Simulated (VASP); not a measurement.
Given:

```yaml
crystal:
  lattice:
    - [0.00000, 2.83654, 2.83654]
    - [2.83654, 0.00000, 2.83654]
    - [2.83654, 2.83654, 0.00000]
  atoms:
    - { symbol: Sr, position: [0.00000, 0.00000, 0.00000] }
```

Level of theory: PBEsol GGA, VASP's PBE PAW potentials (set 64) (plane waves; VASP). Settings: 480 eV cut-off, 8×8×8 Γ-centred mesh, Gaussian smearing of 0.050 eV, potentials Sr_sv.

### Question
Estimate the energy per atom (σ→0), pressure.

### Answer

```json
{
  "energy per atom (σ→0)": "-1.812 eV/atom",
  "pressure": "1.97 GPa"
}
```

The absolute energy has meaning only against runs of the same code, potentials and settings.

The compound is Sr in the fcc structure. This cell was strained or had an atom moved on purpose.
